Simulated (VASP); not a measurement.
## GaBiSe3: relaxation of cell and atoms with PBE

The system is GaBiSe3.

```
Ga Bi Se
1.0
     5.34475    0.00000    0.00000
     0.00000    5.34475    0.00000
     0.00000    0.00000    4.74105
Ga Bi Se
1 1 3
Cartesian
  0.0000 0.0000 0.0000
  2.6724 2.6724 2.3705
  2.6724 0.0000 2.3705
  0.0000 2.6724 2.3705
  2.6724 2.6724 0.0000
```

The cell was built by a generator and needn't be a form met in nature.

```yaml
Program: VASP 6.6.1
Task: relaxation of cell and atoms
Functional: PBE
Potentials_or_basis: VASP PAW PBE potentials, release 64 (Ga_d, Bi_d, Se)
Cutoff: 520 eV
k_mesh: 3 × 3 × 3
Occupations: gaussian, width 0.15 eV
Spin: no spin polarisation
Further_INCAR_settings: PREC = Normal; ALGO = Fast; EDIFF = 0.0001; IBRION = 2; EDIFFG = -0.08; NSW = 24; ISIF = 3
```

```json
{
 "Relaxed volume": "35.36 Å³/atom",
 "Relaxed cell": "a = 5.605 Å, b = 5.605 Å, c = 5.628 Å, α = 90.00°, β = 90.00°, γ = 90.00°",
 "Space group after relaxing (to 0.05 Å)": "Pm-3m (No. 221)",
 "Energy gained by relaxing": "446.2 meV/atom",
 "Ionic steps": "7",
 "Pressure after relaxing": "-0.1 GPa",
 "Band gap on the k mesh": "none (metal or under the smearing width)"
}
```

Stress tensor (GPa, compression positive):
```
 0.01  0.00  0.00
 0.00  0.01  0.00
 0.00  0.00 -0.35
```

Step by step:
| step | energy change (eV) | largest force (eV/Å) | pressure (GPa) | volume (Å³) |
| --- | --- | --- | --- | --- |
| 1 | 0.0000 | 0.0000 | 15.01 | 135.43 |
| 2 | -2.0470 | 0.0000 | -1.80 | 189.32 |
| 3 | -2.2176 | 0.0000 | 0.83 | 171.57 |
| 4 | -2.2192 | 0.0000 | 0.60 | 173.55 |
| 5 | -2.2309 | 0.0000 | -0.19 | 176.90 |
| 6 | -2.2310 | 0.0000 | -0.16 | 176.73 |
| 7 | -2.2310 | 0.0000 | -0.11 | 176.80 |

Final structure:
```xyz
5
Lattice="5.6050 0.0000 0.0000 0.0000 5.6050 0.0000 0.0000 0.0000 5.6276" Properties=species:S:1:pos:R:3 pbc="T T T"
Ga    0.0000    0.0000    0.0000
Bi    2.8025    2.8025    2.8138
Se    2.8025    0.0000    2.8138
Se    0.0000    2.8025    2.8138
Se    2.8025    2.8025    0.0000
```

Levels at points of the mesh, in eV from the Fermi level:
| k point | band 19 | band 20 | band 21 | band 22 | band 23 | band 24 | band 25 | band 26 | band 27 |
| --- | --- | --- | --- | --- | --- | --- | --- | --- | --- |
| (0.00, 0.00, 0.00) | -0.60 | -0.60 | -0.59 | -0.47 | -0.47 | -0.47 | 3.66 | 3.67 | 3.67 |

Wall time 55 s on 1 thread of Intel(R) Xeon(R) 6975P-C (Granite Rapids) (shared host), peak memory 0.18 GiB.

Caveat: the k mesh is coarse (spacing up to 0.44 Å⁻¹), so the values aren't converged; the volume moved by over 15 % at a fixed basis, so the end points are rough; spin-orbit coupling is left out, which moves the levels of the heavy elements; the relaxation stopped at a loose force limit of 0.08 eV/Å, so its end isn't a converged minimum.
